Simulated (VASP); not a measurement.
All values below come from r2SCAN meta-GGA, VASP's PBE PAW potentials (set 64) (plane waves; VASP).

VASP ran on this input.

INCAR:
```
NELM = 100
ISIF = 2   # forces and stress, cell fixed
METAGGA = R2SCAN
LCHARG = .FALSE.
LASPH = .TRUE.
NEDOS = 601   # DOS grid
SYSTEM = Rh
LREAL = .FALSE.
ENCUT = 520   # plane-wave cut-off (eV)
ISMEAR = -5
PREC = Accurate
LORBIT = 11
LWAVE = .FALSE.
LMAXMIX = 4   # l cut-off of mixed one-centre charges
LMIXTAU = .TRUE.
ALGO = Normal   # blocked Davidson
EDIFF = 1E-7   # SCF stop (eV)
```

KPOINTS_OPT:
```
k-points along high-symmetry lines
10
Line-mode
Reciprocal
  0.000000   0.000000   0.000000 ! GAMMA
  0.500000   0.000000   0.500000 ! X

  0.500000   0.000000   0.500000 ! X
  0.625000   0.250000   0.625000 ! U

  0.375000   0.375000   0.750000 ! K
  0.000000   0.000000   0.000000 ! GAMMA

  0.000000   0.000000   0.000000 ! GAMMA
  0.500000   0.500000   0.500000 ! L

  0.500000   0.500000   0.500000 ! L
  0.500000   0.250000   0.750000 ! W

  0.500000   0.250000   0.750000 ! W
  0.500000   0.000000   0.500000 ! X
```

File POSCAR:
```
Rh
2.6903940
  0.0000000000   0.7071068927   0.7071068927
  0.7071068927   0.0000000000   0.7071068927
  0.7071068927   0.7071068927   0.0000000000
Rh
1
direct
  0.0000000000   0.0000000000   0.0000000000
```

File KPOINTS:
```
Automatic mesh
0
Gamma
18 18 18
0 0 0
```

POTCAR, in this order: Rh_pv (PBE.64 set). Program: vasp_std.

### Question
What will the output report for the number of irreducible k-points (NKPTS), largest plane-wave count, number of space-group operations, FFT grid (NGX, NGY, NGZ)?

### Answer

```
Item                                          Result
--------------------------------------  ------------
number of irreducible k-points (NKPTS)           195
largest plane-wave count                         388
number of space-group operations                  48
FFT grid (NGX, NGY, NGZ)                20 × 20 × 20
```

The compound is Rh in the fcc structure. It was relaxed first.
